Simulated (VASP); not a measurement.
Computed with PBE GGA, VASP's PBE PAW potentials (set 64) (plane waves; VASP 6.6.1).

A VASP calculation is set up with these files.

### INCAR
```
ALGO = Normal
EDIFF = 1E-6
ENCUT = 520
GGA = PE
ICHARG = 11
ISMEAR = 0
ISPIN = 2
LASPH = .TRUE.
LCHARG = .FALSE.
LMAXMIX = 4
LORBIT = 10
LREAL = .FALSE.
LWAVE = .FALSE.
MAGMOM = 4.1 -4.1 0.0 0.0
NELM = 100
PREC = Accurate
SIGMA = 0.05
SYSTEM = MnS
```

File KPOINTS:
```
k-points along high-symmetry lines
12
Line-mode
Reciprocal
  0.000000   0.000000   0.000000 ! GAMMA
  0.500000   0.500000   0.500000 ! T

  0.500000   0.500000   0.500000 ! T
  0.812500   0.187500   0.500000 ! H_2

  0.500000  -0.187500   0.187500 ! H_0
  0.500000  -0.000000  -0.000000 ! L

  0.500000  -0.000000  -0.000000 ! L
  0.000000   0.000000   0.000000 ! GAMMA

  0.000000   0.000000   0.000000 ! GAMMA
  0.343750  -0.343750   0.000000 ! S_0

  0.656250  -0.000000   0.343750 ! S_2
  0.500000   0.000000   0.500000 ! F

  0.500000   0.000000   0.500000 ! F
  0.000000   0.000000   0.000000 ! GAMMA
```

POSCAR:
```
MnS
1
    5.1280041581     2.5579027399     2.5579027399
    2.5579027399     5.1280041581     2.5579027399
    2.5579027399     2.5579027399     5.1280041581
Mn S
2 2
Direct
  0.0000000000   0.0000000000   0.0000000000
  0.5000000000   0.5000000000   0.5000000000
  0.2500000000   0.2500000000   0.2500000000
  0.7500000000   0.7500000000   0.7500000000
```

POTCAR, in this order: Mn_pv S (PBE.64 set). Program: vasp_std. Read from the step before: CHGCAR.

Output of the run:

File OSZICAR:
```
       N       E                     dE             d eps       ncg     rms          rms(c)
DAV:   1     0.365302364241E+03    0.36530E+03   -0.22197E+04  8304   0.182E+03
DAV:   2     0.189748068363E+01   -0.36340E+03   -0.35870E+03  7982   0.482E+02
DAV:   3    -0.260027119127E+02   -0.27900E+02   -0.27263E+02 10386   0.124E+02
DAV:   4    -0.268614383373E+02   -0.85873E+00   -0.82735E+00  8197   0.211E+01
DAV:   5    -0.268856596052E+02   -0.24221E-01   -0.24216E-01  9934   0.372E+00
DAV:   6    -0.268862312704E+02   -0.57167E-03   -0.57166E-03  8808   0.599E-01
DAV:   7    -0.268862549188E+02   -0.23648E-04   -0.23648E-04 10940   0.127E-01
DAV:   8    -0.268862556232E+02   -0.70441E-06   -0.70441E-06  7763   0.177E-02
   1 F= -.26886256E+02 E0= -.26886256E+02  d E =-.173610E-13  mag=     0.0000
```

### OUTCAR
```



 magnetization (x)

# of ion       s       p       d       tot
------------------------------------------
    1        0.021   0.012   4.067   4.100
    2       -0.021  -0.012  -4.067  -4.100
    3        0.000   0.000   0.000   0.000
    4        0.000   0.000   0.000   0.000
--------------------------------------------------
tot          0.000   0.000   0.000   0.000
```
(Selected blocks of OUTCAR.)

File OUTCAR:
```
 val. band max:        6.7737446909   @ k =   0.5000   0.5000   0.5000

 cond. band min:       7.4788156742   @ k =   0.5000   0.0000   0.0000



 spin component 1

 k-point     1 :       0.0000    0.0000    0.0000
  band No.  band energies     occupation
      1     -43.4088      1.00000
      2     -43.4084      1.00000
      3     -43.4084      1.00000
      4     -38.9585      1.00000
      5     -38.9585      1.00000
      6     -38.9378      1.00000
      7      -7.5740      1.00000
      8      -6.1314      1.00000
      9       0.1495      1.00000
     10       2.6104      1.00000
     11       2.6104      1.00000
     12       4.0669      1.00000
     13       4.0669      1.00000
     14       4.2621      1.00000
     15       5.3310      1.00000
     16       5.3310      1.00000
     17       5.3684      1.00000
     18       5.4788      1.00000
     19       5.4788      1.00000
     20       7.9680      0.00000
     21       7.9680      0.00000
     22       8.0953      0.00000
     23       9.5716      0.00000

 k-point     2 :       0.0455    0.0455    0.0455
  band No.  band energies     occupation
      1     -43.4088      1.00000
      2     -43.4084      1.00000
      3     -43.4084      1.00000
      4     -38.9585      1.00000
      5     -38.9585      1.00000
      6     -38.9378      1.00000
      7      -7.5684      1.00000
      8      -6.1417      1.00000
      9       0.1701      1.00000
     10       2.6140      1.00000
     11       2.6140      1.00000
     12       4.0672      1.00000
     13       4.0672      1.00000
     14       4.2526      1.00000
     15       5.2223      1.00000
     16       5.2223      1.00000
     17       5.3340      1.00000
     18       5.5897      1.00000
     19       5.5897      1.00000
     20       7.9664      0.00000
     21       7.9664      0.00000
     22       8.0942      0.00000
     23       9.5598      0.00000

...
```

The density is held fixed in this step, so its total energy and stress have no physical meaning.

The compound is MnS in the rock salt, AFM-II order structure. It was relaxed first.
